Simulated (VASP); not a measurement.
Input:

```xyz
2
Lattice="0.0000 2.4900 2.4900 2.4900 0.0000 2.4900 2.4900 2.4900 0.0000" Properties=species:S:1:pos:R:3 pbc="T T T"
Gd     0.0000     0.0000     0.0000
N      2.4900     2.4900     2.4900
```

Computed with RPBE GGA, VASP's PBE PAW potentials (set 64) (plane waves; VASP). Settings: 520 eV cut-off, 8×8×8 Γ-centred mesh, Gaussian smearing of 0.050 eV, potentials Gd_3 N.

The 4f electrons are frozen in the core of the lanthanide potential, so 4f levels, which can set the real gap, and their magnetism are missing. Energy and stress use the plane-wave basis of the starting cell.

Task: The ions, cell shape and volume are relaxed. What does this cell relax into?

Result: 
```xyz
2
Lattice="0.0000 2.5089 2.5089 2.5089 0.0000 2.5089 2.5089 2.5089 0.0000" Properties=species:S:1:pos:R:3 pbc="T T T"
Gd     0.0000     0.0000     0.0000
N      2.5089     2.5089     2.5089
```
Space group Fm-3m (225), at a tolerance of 0.03 Å.

Task: How do energy and volume change from the first to the last step?

Result: The energy (σ→0) changes by -3.8 meV/atom and the volume by +2.3 %, in 3 ionic steps.

```tsv
step	E(σ→0) (eV)	max force (eV/Å)	pressure (GPa)	volume (Å³)
1	-15.3079	0.000	3.46	30.88
2	-15.3064	0.000	-3.52	32.39
3	-15.3154	0.000	-0.01	31.59
```

The compound is GdN in the rock salt structure. This run relaxes it. Symmetry was kept, so distortions that lower it aren't found.
